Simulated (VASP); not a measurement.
Output of a VASP run:

File OSZICAR:
```
       N       E                     dE             d eps       ncg     rms          rms(c)
DAV:   1     0.429738472084E+02    0.42974E+02   -0.91453E+03 10472   0.139E+03
DAV:   2    -0.674938680470E+02   -0.11047E+03   -0.98409E+02 10333   0.267E+02
DAV:   3    -0.710408606231E+02   -0.35470E+01   -0.34555E+01 12635   0.583E+01
DAV:   4    -0.710773664221E+02   -0.36506E-01   -0.36495E-01 11688   0.502E+00
DAV:   5    -0.710784274978E+02   -0.10611E-02   -0.10611E-02 13344   0.968E-01    0.194E+01
DAV:   6    -0.684481452919E+02    0.26303E+01   -0.22970E+01 11445   0.105E+02    0.256E+01
DAV:   7    -0.662604845273E+02    0.21877E+01   -0.90098E+00 12657   0.842E+01    0.926E+00
DAV:   8    -0.661507473216E+02    0.10974E+00   -0.54915E-01 12865   0.117E+01    0.392E+00
DAV:   9    -0.661872170381E+02   -0.36470E-01   -0.16223E-01 11593   0.682E+00    0.252E+00
DAV:  10    -0.661827834239E+02    0.44336E-02   -0.74654E-02 13831   0.675E+00    0.979E-01
DAV:  11    -0.661806600738E+02    0.21234E-02   -0.91370E-03 13948   0.222E+00    0.338E-01
DAV:  12    -0.661811577565E+02   -0.49768E-03   -0.12219E-03 12792   0.459E-01    0.144E-01
DAV:  13    -0.661813417325E+02   -0.18398E-03   -0.12044E-04 13662   0.195E-01    0.597E-02
DAV:  14    -0.661813524306E+02   -0.10698E-04   -0.31369E-05 13731   0.766E-02    0.175E-02
DAV:  15    -0.661813529695E+02   -0.53891E-06   -0.83454E-06 13749   0.601E-02    0.713E-03
DAV:  16    -0.661813534694E+02   -0.49986E-06   -0.12678E-06 12355   0.128E-02    0.442E-03
DAV:  17    -0.661813541070E+02   -0.63765E-06   -0.18706E-07  9587   0.662E-03    0.189E-03
DAV:  18    -0.661813542064E+02   -0.99364E-07   -0.50902E-08  5670   0.480E-03
   1 F= -.66181354E+02 E0= -.66181449E+02  d E =-.661814E+02  mag=     3.5363
```

**OUTCAR**
```
------------------------ aborting loop because EDIFF is reached ----------------------------------------
  FORCE on cell =-STRESS in cart. coord.  units (eV):
  Direction    XX          YY          ZZ          XY          YZ          ZX
  --------------------------------------------------------------------------------------
  Total        1.2563701      1.2563701      1.2694892      0.0000000     -0.0000000      0.0000000
  in kB       75.0944982     75.0944982     75.8786446      0.0000000     -0.0000000      0.0000000
  external PRESSURE =      75.3558803 kB  Pullay stress =       0.0000000 kB
  volume of cell :       26.81
      direct lattice vectors                 reciprocal lattice vectors
     2.698579240  0.000000000  0.000000000     0.370565365  0.000000000  0.000000000
     0.000000000  2.698579240  0.000000000     0.000000000  0.370565365  0.000000000
     0.000000000  0.000000000  3.680863325     0.000000000  0.000000000  0.271675396
 POSITION                                       TOTAL-FORCE (eV/Angst)
 -----------------------------------------------------------------------------------
      0.00000      0.00000      0.00000         0.000000      0.000000      0.000000
      1.34929      1.34929      1.84043         0.000000      0.000000      0.000000
 -----------------------------------------------------------------------------------
    total drift:                               -0.000000      0.000000      0.000000
  FREE ENERGIE OF THE ION-ELECTRON SYSTEM (eV)
  ---------------------------------------------------
  free  energy   TOTEN  =       -66.1813542064 eV

  energy  without entropy=      -66.1816388135  energy(sigma->0) =      -66.18144908

 total charge

# of ion       s       p       d       tot
------------------------------------------
    1        0.431   0.505   6.075   7.010
    2        0.737   0.714   8.086   9.538
--------------------------------------------------
tot          1.168   1.219  14.161  16.548

 magnetization (x)

# of ion       s       p       d       tot
------------------------------------------
    1        0.017  -0.016   3.214   3.216
    2       -0.024  -0.091   0.452   0.337
--------------------------------------------------
tot         -0.007  -0.107   3.666   3.553

 reached required accuracy - stopping structural energy minimisation
```
(Selected blocks of OUTCAR.)

POSCAR:
```
FePt
1
    2.6985792399     0.0000000000     0.0000000000
    0.0000000000     2.6985792399     0.0000000000
    0.0000000000     0.0000000000     3.6808633247
Fe Pt
1 1
Direct
  0.0000000000   0.0000000000   0.0000000000
  0.5000000000   0.5000000000   0.5000000000
```

Problem. Reconstruct the remaining input files.

Solution. This is not unique; one that fits is the input of the run itself, r2SCAN+rVV10, plane waves, VASP's PBE PAW potentials (set 64).

File KPOINTS:
```
Automatic mesh
0
gamma
  13 13 10
```

INCAR:
```
METAGGA = R2SCAN
NSW = 30   ! most ionic steps
PREC = Accurate
ENCUT = 520
LORBIT = 10
IBRION = 2   ! conjugate gradients
ALGO = Normal   ! blocked Davidson
BPARAM = 11.95
LASPH = T
LMAXMIX = 6   ! l cut-off of mixed one-centre charges
LWAVE = F
LREAL = F
SIGMA = 0.1   ! width (eV)
LMIXTAU = T
EDIFF = 1E-7
CPARAM = 0.0093
ISMEAR = 1   ! Methfessel-Paxton
LCHARG = F
ISPIN = 2   ! spin-polarised
MAGMOM = 3.2 0.3
ISIF = 4   ! ions and shape, fixed volume
EDIFFG = -0.01   ! ionic stop
NELM = 100   ! most electronic steps
LUSE_VDW = T
SYSTEM = FePt
```

POTCAR, in this order: Fe Pt (PBE.64 set). Program: vasp_std.

The compound is FePt in the L1_0 structure. This cell is one point of a volume scan, at 0.97 of the reference volume.
